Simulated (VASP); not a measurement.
Runs of VASP 6.6.1 on Mg. It takes space group P6_3/mmc (No. 194, hexagonal). The conventional cell has a = 3.209 Å, b = 3.209 Å, c = 5.210 Å, α = 90.00°, β = 90.00°, γ = 120.00°. Mg (site symmetry -6m2) has 12 Mg at 3.20 to 3.21 Å as nearest neighbours. 

| level | potentials or basis | cutoff (eV) | gap on the mesh (eV) | pressure (GPa) | relaxed volume (Å³/atom) |
| --- | --- | --- | --- | --- | --- |
| RPBE | VASP PAW PBE potentials, release 64 (Mg) | 600 | none | 0.0 | 23.57 |
| LDA | VASP PAW LDA potentials, release 64 (Mg) | 600 | none | 0.0 | (a) |
| PBEsol | VASP PAW PBE potentials, release 64 (Mg) | 600 | none | 0.0 | 22.46 |
| PBEsol | VASP PAW PBE potentials, release 64 (Mg) | 300 | none | 0.0 | 22.46 |
| PBEsol | VASP PAW PBE potentials, release 64 (Mg) | 480 | none | 0.0 | 22.46 |

Alike in all rows: task relaxation of cell and atoms; no spin polarisation; cell relaxed; k mesh 15 × 15 × 8; smearing gaussian 0.1 eV.

Estimate the missing entries.

(a) 21.41.

Caveats: the PAW data sets were made with another functional, which shifts forces and pressure a little (some runs).

A gap of «none» marks a metal or a gap under the smearing width.

Runs at the PBE level aren't shown here.
